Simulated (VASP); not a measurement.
Input:

```
Pb
1.0
    0.00000     2.48994     2.48994
    2.48994     0.00000     2.48994
    2.48994     2.48994     0.00000
Pb
1
Cartesian
  0.00000   0.00000   0.00000
```

All values below come from rev-vdW-DF2, VASP's PBE PAW potentials (set 64) (plane waves; VASP 6.6.1). Numerical set-up: 520 eV cut-off, Gaussian smearing of 0.050 eV, potentials Pb_d.

### Question
Give the energies of bands 6 to 9 at the high-symmetry points, in eV from the Fermi level.

### Answer

| band | Γ | X | U | L | W |
|---|---|---|---|---|---|
| 6 | -11.71 | -6.88 | -6.96 | -8.23 | -6.78 |
| 7 | 7.13 | -3.24 | -2.27 | -4.14 | -1.38 |
| 8 | 7.13 | 1.94 | -1.23 | 5.35 | -1.38 |
| 9 | 7.13 | 1.94 | 2.84 | 5.35 | 0.25 |

It has no gap at this level: it comes out as a metal or semimetal.

The compound is Pb in the fcc structure. It was relaxed first.
